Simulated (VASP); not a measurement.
```
GaP
1.0
    0.00000     2.69675     2.69675
    2.69675     0.00000     2.69675
    2.69675     2.69675     0.00000
Ga P
1 1
Direct
  0.00000   0.00000   0.00000
  0.25000   0.25000   0.25000
```

Level of theory: HSEsol screened hybrid, VASP's PBE PAW potentials (set 64) (plane waves; VASP). Settings: 520 eV cut-off, 6×6×6 Γ-centred mesh, Gaussian smearing of 0.050 eV, potentials Ga_d P.

Question: Give the stress tensor in GPa (positive for a compressed cell).

Answer: 
```
1.35  0.00  0.00
0.00  1.35  0.00
0.00  0.00  1.35
```
The pressure is its mean diagonal, 1.35 GPa.

The compound is GaP in the zinc blende structure. This cell is one point of a volume scan, at 0.94 of the reference volume. The cell's shape comes from a PBE relaxation.
